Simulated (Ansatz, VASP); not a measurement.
## NaTePbI in two plane-wave programs

Aim: how closely do two programs agree when they are given the same cell, functional and k mesh? The cell is generated by rule, not measured, and may not be a known phase. The cell is taken from a series of runs on this material, whose earlier steps may have relaxed, scaled, displaced or heated it; both programs get it as it stands.

Calculated with Ansatz 0.2.0; plane waves, with VASP 6.6.1 beside it; relaxation of cell and atoms at LDA.

The structure was built from a prototype and need not be the compound's stable phase.

## 1. Starting point

Symmetry: P4/nmm, No. 129, tetragonal system. Conventional cell: a = 4.489 Å, b = 4.489 Å, c = 12.746 Å, α = 90.00°, β = 90.00°, γ = 90.00°. I has 5 Na at 3.13 to 3.17 Å and 1 Pb at 3.38 Å nearest. Nearest to Na lie 5 I at 3.13 to 3.17 Å and 1 Te at 3.16 Å. Pb has 5 Te at 3.08 to 3.18 Å and 1 I at 3.38 Å nearest. Nearest to Te lie 5 Pb at 3.08 to 3.18 Å and 1 Na at 3.16 Å. Farther neighbours and most contacts between anions are not listed.

## 2. VASP: relaxation of cell and atoms, LDA

The relaxed volume is the usual yardstick between codes: in a stiff, nearly cubic crystal its relative difference is about their pressure difference at one cell divided by the bulk modulus.

Lines of VASP's logs that name or quote its potential files are left out, and so is its time.

INCAR

```
SYSTEM = NaTePbI
PREC = Accurate
ENCUT = 500
EDIFF = 1E-07
NELM = 120
ISMEAR = 0
SIGMA = 0.01
LREAL = .FALSE.
ALGO = Normal
GGA = CA
NBANDS = 42
LORBIT = 11
LWAVE = .FALSE.
LCHARG = .FALSE.
ISIF = 3
IBRION = 2
NSW = 80
EDIFFG = -0.005
LASPH = .TRUE.
GGA_COMPAT = .FALSE.
NELMIN = 4
EFERMI = MIDGAP
KPAR = 2
```

POSCAR

```
NaTePbI
1.0
    3.1739260000      3.1739260000      0.0000000000
   -3.1739260000      3.1739260000      0.0000000000
    0.0000000000      0.0000000000     12.7459510000
I Na Pb Te
2 2 2 2
Direct
    0.5000000000      0.5000000000      0.0037687262
    0.0000000000      0.0000000000      0.2462312934
    0.0000000000      0.0000000000      0.0008419144
    0.5000000000      0.5000000000      0.2491580267
    0.0000000000      0.0000000000      0.5115558659
    0.5000000000      0.5000000000      0.7384441538
    0.5000000000      0.5000000000      0.4969247097
    0.0000000000      0.0000000000      0.7530753100
```

KPOINTS

```
Automatic mesh
0
Gamma
8 8 2
0 0 0
```

PAW data sets: I, Na_pv, Pb_d and Te (LDA family, release 64).

Launch:

```
$ mpirun -np 2 vasp_std
```

Numbers of over 12 decimals in the logs are rounded to 6 here.

What it wrote:

```text
[banner, memory and clock lines left out]
running    2 mpi-ranks, on    1 nodes
 distrk:  each k-point on    1 cores,    2 groups
 distr:  one band on    1 cores,    1 groups

 POSCAR found type information on POSCAR I NaPbTe
 POSCAR found :  4 types and       8 ions
 LDA part: xc-table for (Slater(with rela. corr.)+CA(PZ))
 , standard interpolation
 POSCAR, INCAR and KPOINTS ok, starting setup
 FFT: planning ... GRIDC
 FFT: planning ... GRID_SOFT
 FFT: planning ... GRID
 WAVECAR not read
 entering main loop
       N       E                     dE             d eps       ncg     rms          rms(c)
DAV:   1     0.667047613795E+03    0.66705E+03   -0.29628E+04  2520   0.152E+03
DAV:   2     0.542833040417E+02   -0.61276E+03   -0.59648E+03  2628   0.404E+02
DAV:   3    -0.253263173836E+02   -0.79610E+02   -0.77899E+02  3140   0.164E+02
DAV:   4    -0.296199637448E+02   -0.42936E+01   -0.42784E+01  3182   0.404E+01
DAV:   5    -0.297829379955E+02   -0.16297E+00   -0.16293E+00  3422   0.843E+00    0.558E+00
DAV:   6    -0.294063430032E+02    0.37659E+00   -0.67965E-01  3360   0.427E+00    0.376E+00
DAV:   7    -0.293721999091E+02    0.34143E-01   -0.38149E-01  3646   0.250E+00    0.104E+00
DAV:   8    -0.293648029328E+02    0.73970E-02   -0.51606E-02  3008   0.130E+00    0.586E-01
DAV:   9    -0.293651021106E+02   -0.29918E-03   -0.36788E-03  3052   0.277E-01    0.109E-01
DAV:  10    -0.293649158212E+02    0.18629E-03   -0.99453E-04  3138   0.170E-01    0.440E-02
DAV:  11    -0.293649232854E+02   -0.74642E-05   -0.11242E-04  3458   0.496E-02    0.283E-02
DAV:  12    -0.293649252488E+02   -0.19633E-05   -0.20810E-05  2998   0.185E-02    0.831E-03
DAV:  13    -0.293649242206E+02    0.10282E-05   -0.40303E-06  2964   0.995E-03    0.659E-03
DAV:  14    -0.293649242705E+02   -0.49953E-07   -0.10132E-06  2514   0.354E-03    0.399E-03
DAV:  15    -0.293649242349E+02    0.35564E-07   -0.79689E-08  1702   0.198E-03
   1 F= -.29364924E+02 E0= -.29364924E+02  d E =-.293649E+02
[...]
2 F= -.29365024E+02 E0= -.29365024E+02  d E =-.999548E-04
[...]
3 F= -.29365024E+02 E0= -.29365024E+02  d E =-.100010E-03
 curvature:  -0.50 expect dE=-0.217E-05 dE for cont linesearch -0.272E-08
 ZBRENT: accuracy reached
 trial: gam= 0.01765 g(F)=  0.304E-05 g(S)=  0.132E-05 ort = 0.101E-05 (trialstep = 0.100E+01)
 search vector abs. value=  0.445E-05
 bond charge predicted
       N       E                     dE             d eps       ncg     rms          rms(c)
DAV:   1    -0.293650276660E+02   -0.34220E-05   -0.11399E-03  3048   0.138E-01    0.963E-03
DAV:   2    -0.293650293952E+02   -0.17292E-05   -0.48125E-05  3018   0.398E-02    0.546E-03
DAV:   3    -0.293650283473E+02    0.10478E-05   -0.35092E-06  3428   0.112E-02    0.201E-03
DAV:   4    -0.293650282335E+02    0.11384E-06   -0.42601E-07  2712   0.425E-03    0.737E-04
DAV:   5    -0.293650282350E+02   -0.15243E-08   -0.64693E-08  1362   0.219E-03
   4 F= -.29365028E+02 E0= -.29365028E+02  d E =-.399043E-05
 ZBRENT: can't locate minimum, use default step
 trial-energy change:   -0.000004  1 .order   -0.000004   -0.000004   -0.000004
 step:   4.0095(harm=  5.2743)  dis= 0.00102  next Energy=   -29.365036 (dE=-0.115E-04)
 reached required accuracy - stopping structural energy minimisation
```

Parts of OUTCAR (step 2):

```text
ion  position               nearest neighbor table
   1  0.500  0.500  0.004-   4 3.13   3 3.17   3 3.17   3 3.17   3 3.17   6 3.38
   2  0.000  0.000  0.246-   3 3.13   4 3.17   4 3.17   4 3.17   4 3.17   5 3.38
   3  0.000  0.000  0.001-   2 3.13   8 3.16   1 3.17   1 3.17   1 3.17   1 3.17
   4  0.500  0.500  0.249-   1 3.13   7 3.16   2 3.17   2 3.17   2 3.17   2 3.17
   5  0.000  0.000  0.512-   8 3.08   7 3.18   7 3.18   7 3.18   7 3.18   2 3.38
   6  0.500  0.500  0.738-   7 3.08   8 3.18   8 3.18   8 3.18   8 3.18   1 3.38
   7  0.500  0.500  0.497-   6 3.08   4 3.16   5 3.18   5 3.18   5 3.18   5 3.18
   8  0.000  0.000  0.753-   5 3.08   3 3.16   6 3.18   6 3.18   6 3.18   6 3.18

  LATTYP: Found a simple tetragonal cell.
 ALAT       =     4.4886091952
 C/A-ratio  =     2.8396214609

 Subroutine GETGRP returns: Found 16 space group operations
 (whereof  8 operations were pure point group operations)

The static configuration has the point symmetry C_4v.
 The point group associated with its full space group is D_4h.

 Found     30 irreducible k-points:

   k-points           NKPTS =     30   k-points in BZ     NKDIM =     30   number of bands    NBANDS=     42

   dimension x,y,z NGX =    36 NGY =   36 NGZ =   96
   dimension x,y,z NGXF=    72 NGYF=   72 NGZF=  192

   ENCUT  =  500.0 eV  36.75 Ry    6.06 a.u.   8.18  8.18 23.24*2*pi/ulx,y,z

   NELECT =      68.0000    total number of electrons

 k-points in reciprocal lattice and weights: Automatic mesh
   0.00000000  0.00000000  0.00000000       0.008
   0.12500000  0.00000000  0.00000000       0.031
   0.25000000  0.00000000  0.00000000       0.031
   0.37500000  0.00000000  0.00000000       0.031
   0.50000000  0.00000000  0.00000000       0.016
   0.12500000  0.12500000  0.00000000       0.031
   0.25000000  0.12500000  0.00000000       0.062
   0.37500000  0.12500000  0.00000000       0.062
   0.50000000  0.12500000  0.00000000       0.031
[...]
0.50000000  0.37500000  0.50000000       0.031
   0.50000000  0.50000000  0.50000000       0.008

 average (electrostatic) potential at core
       1 -92.1082       2 -92.1082       3 -44.0222       4 -44.0222       5 -92.8793
       6 -92.8793       7 -90.2704       8 -90.2704

 E-fermi :   4.8359

 k-point     1 :       0.0000    0.0000    0.0000
  band No.  band energies     occupation
    ...
     30       2.1792      2.00000
     31       2.1792      2.00000
     32       2.7665      2.00000
     33       2.7665      2.00000
     34       3.1979      2.00000
     35       6.8204      0.00000
     36       6.8326      0.00000
     37       7.6241      0.00000
     38       7.7338      0.00000
     39       8.3240      0.00000
    ...

 k-point     2 :       0.1250    0.0000    0.0000
  band No.  band energies     occupation
    ...
     30       2.2038      2.00000
     31       2.2344      2.00000
     32       2.8341      2.00000
     33       3.0394      2.00000
     34       3.1543      2.00000
     35       6.7540      0.00000
     36       7.1132      0.00000
     37       7.7918      0.00000
     38       7.8949      0.00000
     39       7.9290      0.00000
    ...

 k-point     3 :       0.2500    0.0000    0.0000
  band No.  band energies     occupation
    ...
     30       2.3452      2.00000
     31       2.4584      2.00000
     32       3.0535      2.00000
     33       3.0721      2.00000
     34       3.6238      2.00000
     35       6.4345      0.00000
     36       6.6647      0.00000
     37       6.9002      0.00000
     38       7.3612      0.00000
     39       7.5592      0.00000
    ...

  Total       -0.0008017     -0.0008017     -0.0081337      0.0000000     -0.0000000      0.0000000
  in kB       -0.0049931     -0.0049931     -0.0506578      0.0000000     -0.0000000      0.0000000
  external PRESSURE =      -0.0202147 kB  Pullay stress =       0.0000000 kB

  energy-cutoff  :      500.00
  volume of cell :      257.25
      direct lattice vectors                 reciprocal lattice vectors
     3.176127703  3.176127703 -0.000000000     0.157424401  0.157424401 -0.000000000
    -3.176127703  3.176127703  0.000000000    -0.157424401  0.157424401  0.000000000
     0.000000000  0.000000000 12.750486994     0.000000000  0.000000000  0.078428377

 POSITION                                       TOTAL-FORCE (eV/Angst)
 -----------------------------------------------------------------------------------
      0.00000      3.17613      0.04817         0.000000      0.000000      0.001156
      0.00000      0.00000      3.13946        -0.000000     -0.000000     -0.001156
      0.00000      6.35226      0.01092         0.000000      0.000000      0.001500
      0.00000      3.17613      3.17670        -0.000000     -0.000000     -0.001500
      0.00000      0.00000      6.52184        -0.000000     -0.000000     -0.004868
      0.00000      3.17613      9.41626         0.000000      0.000000      0.004868
      0.00000      3.17613      6.33583         0.000000      0.000000      0.000768
      0.00000      0.00000      9.60228        -0.000000     -0.000000     -0.000768
 -----------------------------------------------------------------------------------
    total drift:                               -0.000000      0.000000      0.000222

  FREE ENERGIE OF THE ION-ELECTRON SYSTEM (eV)
  ---------------------------------------------------
  free  energy   TOTEN  =       -29.3650282350 eV

  energy  without entropy=      -29.3650282350  energy(sigma->0) =      -29.36502824

 reached required accuracy - stopping structural energy minimisation

 total charge
# of ion       s       p       d       tot
------------------------------------------
    1        1.504   2.832   0.006   4.342
    2        1.504   2.832   0.006   4.342
    3        0.052   5.977   0.000   6.029
    4        0.052   5.977   0.000   6.029
    5        1.461   0.613   9.831  11.906
    6        1.461   0.613   9.831  11.906
    7        1.378   2.027   0.020   3.425
    8        1.378   2.027   0.020   3.425
--------------------------------------------------
tot          8.790  22.899  19.714  51.403

[... 3 further parts left out ...]
```

CONTCAR:

```
NaTePbI
   1.00000000000000
     3.1761277025735444    3.1761277025735444   -0.0000000000000000
    -3.1761277025735444    3.1761277025735444    0.0000000000000000
     0.0000000000000000    0.0000000000000000   12.7504869939946257
  I               Na              Pb              Te
     2     2     2     2
Direct
     0.5000000000000000    0.5000000000000000    0.0037775631667059
     0.0000000000000000    0.0000000000000000    0.2462224564332957
     1.0000000000000000    1.0000000000000000    0.0008561504090689
     0.5000000000000000    0.5000000000000000    0.2491437906909316
     0.0000000000000000    0.0000000000000000    0.5114977124385697
     0.5000000000000000    0.5000000000000000    0.7385023072614337
     0.5000000000000000    0.5000000000000000    0.4969088346493247
     0.0000000000000000    0.0000000000000000    0.7530911850506716
```

The run keeps the 16 symmetry operations of its start, so it cannot find a distortion of lower symmetry.

[end of part 1 of 2]

[Lines on the potential files, build, host, timing and source positions are cut from VASP's logs without a mark.]

[Logs are printed without paths, hosts, clocks, repeated set-up lines and the standing remarks that a program may print on its own settings, such as how far it seeks lower states.]

[Hosts, paths, dates, database ids (printed as entryN), source tags and the programs' standing remarks are cut or masked in the printed files.]
